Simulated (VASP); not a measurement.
Method: PBEsol GGA, VASP's PBE PAW potentials (set 64) (plane waves; VASP).

The input files of a VASP run:

**INCAR**
```
# general
SYSTEM  = HgTe
PREC    = Accurate
ENCUT   = 400
LREAL   = .FALSE.
LASPH   = .TRUE.
ICHARG  = 11

# electronic loop
EDIFF   = 1E-7
NELM    = 100
ALGO    = Normal
LMAXMIX = 6

# smearing
ISMEAR  = 0
SIGMA   = 0.05

# functional
GGA     = PS

# output
LWAVE   = .FALSE.
LCHARG  = .FALSE.
LORBIT  = 11
```

POSCAR:
```
HgTe
7.4364830
  0.5000000168   0.0000000000   0.0000000000
  0.0000000000   0.5000000168   0.0000000000
  0.0000000000   0.0000000000   0.5000000168
Hg Te
1 1
Direct
  0.0000000000   0.0000000000   0.0000000000
  0.5000000000   0.5000000000   0.5000000000
```

File KPOINTS:
```
k-points along high-symmetry lines
15
Line-mode
Reciprocal
  0.000000   0.000000   0.000000 ! GAMMA
  0.000000   0.500000   0.000000 ! X

  0.000000   0.500000   0.000000 ! X
  0.500000   0.500000   0.000000 ! M

  0.500000   0.500000   0.000000 ! M
  0.000000   0.000000   0.000000 ! GAMMA

  0.000000   0.000000   0.000000 ! GAMMA
  0.500000   0.500000   0.500000 ! R

  0.500000   0.500000   0.500000 ! R
  0.000000   0.500000   0.000000 ! X

  0.500000   0.500000   0.500000 ! R
  0.500000   0.500000   0.000000 ! M
```

POTCAR, in this order: Hg Te (PBE.64 set). Program: vasp_std. Read from the step before: CHGCAR.

Output

OUTCAR:
```
 ion  position               nearest neighbor table
   1  0.000  0.000  0.000-   2 3.22   2 3.22   2 3.22   2 3.22   2 3.22   2 3.22   2 3.22   2 3.22
  LATTYP: Found a simple cubic cell.
 ALAT       =     3.7182416246
 Subroutine PRICEL returns:
 Original cell was already a primitive cell.
 Subroutine GETGRP returns: Found 48 space group operations
The static configuration has the point symmetry O_h .
The dynamic configuration has the point symmetry O_h .
 Subroutine INISYM returns: Found 48 space group operations
   k-points           NKPTS =     90   k-points in BZ     NKDIM =     90   number of bands    NBANDS=     13
   number of dos      NEDOS =    301   number of ions     NIONS =      2
   total plane-waves  NPLWV =  13824
   dimension x,y,z NGX =    24 NGY =   24 NGZ =   24
   dimension x,y,z NGXF=    48 NGYF=   48 NGZF=   48
   ions per type =               1   1
   PREC   = accura    normal or accurate (medium, high low for compatibility)
   ISTART =      0    job   : 0-new  1-cont  2-samecut
   ICHARG =     11    charge: 1-file 2-atom 10-const
   ISPIN  =      1    spin polarized calculation?
   LNONCOLLINEAR =      F non collinear calculations
   LSORBIT =      F    spin-orbit coupling
   INIWAV =      1    electr: 0-lowe 1-rand  2-diag
   ENCUT  =  400.0 eV  29.40 Ry    5.42 a.u.   6.06  6.06  6.06*2*pi/ulx,y,z
   NELM   =    100;   NELMIN=  2; NELMDL= -5     # of ELM steps
   EDIFF  = 0.1E-06   stopping-criterion for ELM
   LREAL  =      F    real-space projection
   NLSPLINE    = F    spline interpolate recip. space projectors
   LMAXMIX     =    6 max onsite mixed and CHGCAR
   VOSKOWN=      0    Vosko Wilk Nusair interpolation
   EDIFFG = 0.1E-05   stopping-criterion for IOM
   NSW    =      0    number of steps for IOM
   NBLOCK =      1;   KBLOCK =      1    inner block; outer block
   IBRION =     -1    ionic relax: 0-MD 1-quasi-New 2-CG
   NFREE  =      0    steps in history (QN), initial steepest desc. (CG)
   ISIF   =      2    stress and relaxation
   ISYM   =      2    0-nonsym 1-usesym 2-fastsym
   TEIN   =    0.0    initial temperature
   TEBEG  =    0.0;   TEEND  =   0.0 temperature during run
   SMASS  =  -3.00    Nose mass-parameter (am)
...
```

File OSZICAR:
```
       N       E                     dE             d eps       ncg     rms          rms(c)
DAV:   1     0.900573108974E+02    0.90057E+02   -0.74400E+03  2380   0.100E+03
DAV:   2     0.359590319806E-01   -0.90021E+02   -0.85236E+02  2640   0.249E+02
DAV:   3    -0.288527361830E+01   -0.29212E+01   -0.29063E+01  2720   0.466E+01
DAV:   4    -0.290287574566E+01   -0.17602E-01   -0.17601E-01  2673   0.354E+00
DAV:   5    -0.290312543701E+01   -0.24969E-03   -0.24969E-03  2720   0.376E-01
DAV:   6    -0.290313106717E+01   -0.56302E-05   -0.56295E-05  2660   0.461E-02
DAV:   7    -0.290313121034E+01   -0.14318E-06   -0.14343E-06  2631   0.719E-03
DAV:   8    -0.290313121298E+01   -0.26378E-08   -0.32262E-08  1981   0.102E-03
   1 F= -.29031312E+01 E0= -.29022761E+01  d E =-.171024E-02
```

File OUTCAR:
```
 val. band max:        5.2947925443   @ k =   0.2143   0.2143   0.0000

 cond. band min:       5.2962711242   @ k =   0.0000   0.1429   0.0000



 k-point     1 :       0.0000    0.0000    0.0000
  band No.  band energies     occupation
      1      -7.3550      2.00000
      2      -1.4538      2.00000
      3      -1.4538      2.00000
      4      -0.8964      2.00000
      5      -0.8964      2.00000
      6      -0.8964      2.00000
      7       3.2425      2.00000
      8       4.3148      2.00000
      9       4.3148      2.00000
     10       4.3148      2.00000
     11      10.9097      0.00000
     12      10.9097      0.00000
     13      15.4388      0.00000

 k-point     2 :       0.0000    0.0357    0.0000
  band No.  band energies     occupation
      1      -7.3442      2.00000
      2      -1.4529      2.00000
      3      -1.4507      2.00000
      4      -0.9016      2.00000
      5      -0.9016      2.00000
      6      -0.8962      2.00000
      7       3.0796      2.00000
      8       4.3323      2.00000
      9       4.3323      2.00000
     10       4.4485      2.00000
     11      10.9119      0.00000
     12      10.9712      0.00000
     13      15.3414      0.00000

 k-point     3 :       0.0000    0.0714    0.0000
  band No.  band energies     occupation
      1      -7.3117      2.00000
      2      -1.4502      2.00000
      3      -1.4416      2.00000
      4      -0.9167      2.00000
      5      -0.9167      2.00000
      6      -0.8955      2.00000
      7       2.7226      2.00000
      8       4.3843      2.00000
      9       4.3843      2.00000
     10       4.7212      2.00000
     11      10.9182      0.00000
     12      11.1494      0.00000
     13      15.0684      0.00000

 k-point     4 :       0.0000    0.1071    0.0000
  band No.  band energies     occupation
      1      -7.2581      2.00000
      2      -1.4459      2.00000
      3      -1.4288      2.00000
      4      -0.9407      2.00000
...
```

The density is held fixed in this step, so its total energy and stress have no physical meaning. Unless said otherwise, spin-orbit coupling is left out, though it shifts the bands of the heavy elements here.

The structure was generated: HgTe was put into the CsCl type type (Pm-3m), which need not be its known phase. It was relaxed first, which changed the volume by +19 %.
